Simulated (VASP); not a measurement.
Level of theory: LDA (Ceperley-Alder, Perdew-Zunger), VASP's LDA PAW potentials (set 64) (plane waves; VASP).

The input files of a VASP run:

File KPOINTS:
```
Automatic mesh
0
Gamma
5 5 5
0 0 0
```

INCAR:
```
ALGO=Normal
EDIFF=1E-6
EDIFFG=-0.02
ENCUT=500
IBRION=2
ISIF=3
ISMEAR=0
LASPH=.True.
LCHARG=.False.
LMAXMIX=4
LREAL=.False.
LWAVE=.False.
NELM=100
NSW=40
PREC=Accurate
PSTRESS=50
SIGMA=0.05
SYSTEM=FeGe
```

**POSCAR**
```
FeGe
1
    4.5079069176    -0.0000000000     0.0000000000
    0.0000000000     4.5079069176    -0.0000000000
   -0.0000000000    -0.0000000000     4.5079069176
Fe Ge
4 4
Direct
  0.8642073340   0.6357926660   0.3642073340
  0.3642073340   0.8642073340   0.6357926660
  0.1357926660   0.1357926660   0.1357926660
  0.6357926660   0.3642073340   0.8642073340
  0.1609426756   0.3390573244   0.6609426756
  0.6609426756   0.1609426756   0.3390573244
  0.8390573244   0.8390573244   0.8390573244
  0.3390573244   0.6609426756   0.1609426756
```

POTCAR, in this order: Fe Ge_d (LDA.64 set). Program: vasp_std.

The resulting files:

### OUTCAR
```
 ion  position               nearest neighbor table
   1  0.864  0.636  0.364-   5 2.32   6 2.33   7 2.33   8 2.33   6 2.54   7 2.54   8 2.54   2 2.76
                             4 2.76   3 2.76   3 2.76   2 2.76   4 2.76
   2  0.364  0.864  0.636-   6 2.32   5 2.33   7 2.33   8 2.33   8 2.54   5 2.54   7 2.54   1 2.76
                             3 2.76   4 2.76   3 2.76   1 2.76   4 2.76
   3  0.136  0.136  0.136-   7 2.32   6 2.33   5 2.33   8 2.33   8 2.54   5 2.54   6 2.54   2 2.76
                             4 2.76   1 2.76   2 2.76   1 2.76   4 2.76
   4  0.636  0.364  0.864-   8 2.32   6 2.33   7 2.33   5 2.33   5 2.54   6 2.54   7 2.54   1 2.76
                             1 2.76   2 2.76   2 2.76   3 2.76   3 2.76
   5  0.161  0.339  0.661-   1 2.32   2 2.33   3 2.33   4 2.33   2 2.54   3 2.54   4 2.54   8 2.80
                             6 2.80   8 2.80   7 2.80   7 2.80   6 2.80
   6  0.661  0.161  0.339-   2 2.32   1 2.33   3 2.33   4 2.33   4 2.54   1 2.54   3 2.54   8 2.80
                             7 2.80   5 2.80   8 2.80   7 2.80   5 2.80
   7  0.839  0.839  0.839-   3 2.32   2 2.33   1 2.33   4 2.33   4 2.54   1 2.54   2 2.54   5 2.80
                             6 2.80   8 2.80   6 2.80   5 2.80   8 2.80
   8  0.339  0.661  0.161-   4 2.32   2 2.33   3 2.33   1 2.33   1 2.54   2 2.54   3 2.54   7 2.80
                             5 2.80   5 2.80   6 2.80   6 2.80   7 2.80
  LATTYP: Found a simple cubic cell.
 ALAT       =     4.5079069176
 Subroutine PRICEL returns:
 Original cell was already a primitive cell.
 Subroutine GETGRP returns: Found 12 space group operations
The static configuration has the point symmetry C_3 .
 The point group associated with its full space group is T   .
The dynamic configuration has the point symmetry C_3 .
...
```

### OSZICAR
```
       N       E                     dE             d eps       ncg     rms          rms(c)
DAV:   1     0.989905509997E+03    0.98991E+03   -0.35796E+04  1276   0.443E+03
DAV:   2     0.159043693366E+03   -0.83086E+03   -0.80867E+03  1144   0.101E+03
DAV:   3    -0.469072453211E+02   -0.20595E+03   -0.19704E+03  1144   0.306E+02
DAV:   4    -0.649522630451E+02   -0.18045E+02   -0.17737E+02  1428   0.100E+02
DAV:   5    -0.655208139221E+02   -0.56855E+00   -0.56506E+00  1408   0.210E+01    0.268E+01
DAV:   6    -0.674979130399E+02   -0.19771E+01   -0.10500E+02  1536   0.828E+01    0.227E+01
DAV:   7    -0.600808444099E+02    0.74171E+01   -0.50522E+01  1444   0.616E+01    0.683E+00
DAV:   8    -0.598686590874E+02    0.21219E+00   -0.31240E+00  1420   0.108E+01    0.194E+00
DAV:   9    -0.598235305359E+02    0.45129E-01   -0.28452E-01  1524   0.529E+00    0.643E-01
DAV:  10    -0.598197012269E+02    0.38293E-02   -0.18702E-02  1272   0.136E+00    0.237E-01
DAV:  11    -0.598190297087E+02    0.67152E-03   -0.34733E-03  1596   0.737E-01    0.104E-01
DAV:  12    -0.598190144036E+02    0.15305E-04   -0.29318E-04  1560   0.176E-01    0.538E-02
DAV:  13    -0.598190061917E+02    0.82119E-05   -0.62857E-05  1368   0.104E-01    0.108E-02
DAV:  14    -0.598190053054E+02    0.88636E-06   -0.92743E-06  1348   0.315E-02
   1 F= -.56960202E+02 E0= -.56958109E+02  d E =-.569602E+02
```

### OUTCAR
```
------------------------ aborting loop because EDIFF is reached ----------------------------------------
  FORCE on cell =-STRESS in cart. coord.  units (eV):
  Direction    XX          YY          ZZ          XY          YZ          ZX
  --------------------------------------------------------------------------------------
  Total        2.8647298      2.8647298      2.8647298     -0.0000000     -0.0000000      0.0000000
  in kB       50.1036566     50.1036566     50.1036566     -0.0000000     -0.0000000      0.0000000
  external PRESSURE =       0.1036566 kB  Pullay stress =      50.0000000 kB
  volume of cell :       91.61
      direct lattice vectors                 reciprocal lattice vectors
     4.507906918  0.000000000  0.000000000     0.221832442  0.000000000  0.000000000
     0.000000000  4.507906918  0.000000000     0.000000000  0.221832442  0.000000000
     0.000000000  0.000000000  4.507906918     0.000000000  0.000000000  0.221832442
 POSITION                                       TOTAL-FORCE (eV/Angst)
 -----------------------------------------------------------------------------------
      3.89577      2.86609      1.64181        -0.007480      0.007480     -0.007480
      1.64181      3.89577      2.86609        -0.007480     -0.007480      0.007480
      0.61214      0.61214      0.61214         0.007480      0.007480      0.007480
      2.86609      1.64181      3.89577         0.007480     -0.007480     -0.007480
      0.72551      1.52844      2.97947         0.003410     -0.003410      0.003410
      2.97947      0.72551      1.52844         0.003410      0.003410     -0.003410
      3.78239      3.78239      3.78239        -0.003410     -0.003410     -0.003410
      1.52844      2.97947      0.72551        -0.003410      0.003410      0.003410
 -----------------------------------------------------------------------------------
    total drift:                                0.000000      0.000000      0.000000
  FREE ENERGIE OF THE ION-ELECTRON SYSTEM (eV)
  ---------------------------------------------------
  free  energy   TOTEN  =       -59.8190053054 eV

  energy  without entropy=      -59.8148182687  energy(sigma->0) =      -59.81691179
  enthalpy is  TOTEN    =       -56.9602022242 eV   P V=        2.8588030811

 reached required accuracy - stopping structural energy minimisation
```
(Selected blocks of OUTCAR.)

The compound is FeGe in the B20 structure. It was relaxed first under an external pressure of 5 GPa. The run is not spin-polarised, so no magnetic state was tried.
